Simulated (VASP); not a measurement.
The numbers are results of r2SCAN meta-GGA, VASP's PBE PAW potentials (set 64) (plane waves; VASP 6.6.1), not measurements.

A VASP calculation is set up with these files.

File KPOINTS:
```
Automatic mesh
0
Gamma
7 7 4
0 0 0
```

INCAR:
```
SYSTEM = ZnS
PREC = Accurate; ENCUT = 520; LREAL = F
LASPH = T
EDIFF = 1E-7; NELM = 100; ALGO = Normal
LMAXMIX = 4; LMIXTAU = T
ISMEAR = 0; SIGMA = 0.05
METAGGA = R2SCAN
IBRION = 2; NSW = 30; ISIF = 4
EDIFFG = -0.01
LWAVE = F; LCHARG = F
```

**POSCAR**
```
ZnS
1
    1.9234811360    -3.3315670124     0.0000000000
    1.9234811360     3.3315670124     0.0000000000
    0.0000000000     0.0000000000     6.3033206337
Zn S
2 2
Direct
  0.6666670000   0.3333330000   0.5001992388
  0.3333330000   0.6666670000   0.0001992388
  0.6666670000   0.3333330000   0.8748007612
  0.3333330000   0.6666670000   0.3748007612
```

POTCAR, in this order: Zn S (PBE.64 set). Program: vasp_std.

The run wrote:

**OSZICAR**
```
       N       E                     dE             d eps       ncg     rms          rms(c)
DAV:   1     0.212236417645E+03    0.21224E+03   -0.18090E+04  1056   0.202E+03
DAV:   2    -0.205960566779E+02   -0.23283E+03   -0.22710E+03  1086   0.385E+02
DAV:   3    -0.433659786942E+02   -0.22770E+02   -0.22682E+02  1278   0.122E+02
DAV:   4    -0.438576645980E+02   -0.49169E+00   -0.49133E+00  1224   0.186E+01
DAV:   5    -0.438659232134E+02   -0.82586E-02   -0.82578E-02  1298   0.233E+00    0.995E+00
DAV:   6    -0.397297513189E+02    0.41362E+01   -0.36665E+00  1282   0.524E+01    0.905E+00
DAV:   7    -0.371035656480E+02    0.26262E+01   -0.11585E+00  1074   0.129E+01    0.448E+00
DAV:   8    -0.377713608642E+02   -0.66780E+00   -0.93938E-01  1098   0.740E+00    0.148E+00
DAV:   9    -0.377058488785E+02    0.65512E-01   -0.20144E-01  1086   0.430E+00    0.933E-01
DAV:  10    -0.376244751010E+02    0.81374E-01   -0.90839E-02  1080   0.292E+00    0.469E-01
DAV:  11    -0.376943598145E+02   -0.69885E-01   -0.65423E-02  1062   0.248E+00    0.154E-01
DAV:  12    -0.376939069862E+02    0.45283E-03   -0.22725E-02  1134   0.126E+00    0.101E-01
DAV:  13    -0.376997060343E+02   -0.57990E-02   -0.23056E-03  1238   0.395E-01    0.374E-02
DAV:  14    -0.377025145378E+02   -0.28085E-02   -0.97533E-03  1062   0.922E-01    0.712E-02
DAV:  15    -0.377053270957E+02   -0.28126E-02   -0.22183E-03  1080   0.531E-01    0.420E-02
DAV:  16    -0.377055697058E+02   -0.24261E-03   -0.33931E-04  1212   0.145E-01    0.369E-03
DAV:  17    -0.377055649816E+02    0.47242E-05   -0.87882E-06  1244   0.276E-02    0.955E-03
DAV:  18    -0.377055701932E+02   -0.52116E-05   -0.55081E-06  1210   0.213E-02    0.284E-03
DAV:  19    -0.377055696106E+02    0.58258E-06   -0.64654E-07  1182   0.910E-03    0.146E-03
DAV:  20    -0.377055712313E+02   -0.16207E-05   -0.20005E-07   844   0.475E-03    0.614E-04
DAV:  21    -0.377055710723E+02    0.15907E-06   -0.17738E-08   744   0.152E-03    0.250E-04
DAV:  22    -0.377055712828E+02   -0.21054E-06   -0.15242E-08   672   0.158E-03    0.250E-04
DAV:  23    -0.377055712688E+02    0.14003E-07   -0.45974E-09   642   0.899E-04
   1 F= -.37705571E+02 E0= -.37705571E+02  d E =-.377056E+02
       N       E                     dE             d eps       ncg     rms          rms(c)
DAV:   1    -0.377055908139E+02   -0.19531E-04   -0.58286E-03  1086   0.544E-01    0.507E-02
DAV:   2    -0.377055999350E+02   -0.91210E-05   -0.21689E-04  1212   0.153E-01    0.196E-02
DAV:   3    -0.377055963964E+02    0.35386E-05   -0.67929E-06  1370   0.297E-02    0.127E-02
DAV:   4    -0.377055918345E+02    0.45619E-05   -0.95301E-06  1194   0.324E-02    0.340E-03
DAV:   5    -0.377055938943E+02   -0.20598E-05   -0.37015E-06  1104   0.204E-02    0.278E-03
DAV:   6    -0.377055936981E+02    0.19624E-06   -0.24207E-07   976   0.479E-03    0.143E-03
DAV:   7    -0.377055940154E+02   -0.31733E-06   -0.27054E-07   906   0.406E-03    0.298E-04
DAV:   8    -0.377055938894E+02    0.12598E-06   -0.79517E-08   684   0.248E-03    0.387E-04
DAV:   9    -0.377055939646E+02   -0.75169E-07   -0.52339E-09   564   0.627E-04
   2 F= -.37705594E+02 E0= -.37705594E+02  d E =-.226958E-04
```

OUTCAR:
```
------------------------ aborting loop because EDIFF is reached ----------------------------------------
  FORCE on cell =-STRESS in cart. coord.  units (eV):
  Direction    XX          YY          ZZ          XY          YZ          ZX
  --------------------------------------------------------------------------------------
  Total       -1.1042323     -1.1042323     -1.1168518      0.0000000      0.0000000      0.0000000
  in kB      -21.8995477    -21.8995471    -22.1498229      0.0000000      0.0000000      0.0000000
  external PRESSURE =     -21.9829726 kB  Pullay stress =       0.0000000 kB
  volume of cell :       80.79
      direct lattice vectors                 reciprocal lattice vectors
     1.923253913 -3.331173452  0.000000000     0.259976073 -0.150097258  0.000000000
     1.923253913  3.331173452  0.000000000     0.259976073  0.150097258  0.000000000
     0.000000000  0.000000000  6.304810131     0.000000000  0.000000000  0.158609059
  FREE ENERGIE OF THE ION-ELECTRON SYSTEM (eV)
  ---------------------------------------------------
  free  energy   TOTEN  =       -37.7055939646 eV

  energy  without entropy=      -37.7055939646  energy(sigma->0) =      -37.70559396

 reached required accuracy - stopping structural energy minimisation
```
(Selected blocks of OUTCAR.)

File CONTCAR:
```
ZnS
   1.00000000000000
     1.9232539132203086   -3.3311734521543244    0.0000000000000000
     1.9232539132203086    3.3311734521543244    0.0000000000000000
     0.0000000000000000    0.0000000000000000    6.3048101307890825
  Zn              S
     2     2
Direct
     0.6666669999999968    0.3333330000000032    0.5001018865295307
     0.3333330000000032    0.6666669999999968    0.0001018865295307
     0.6666669999999968    0.3333330000000032    0.8748981134704693
     0.3333330000000032    0.6666669999999968    0.3748981134704693
```

The compound is ZnS in the wurtzite structure, the high-temperature form. This cell is one point of a volume scan, at 1.03 of the reference volume. Symmetry was kept, so distortions that lower it aren't found.
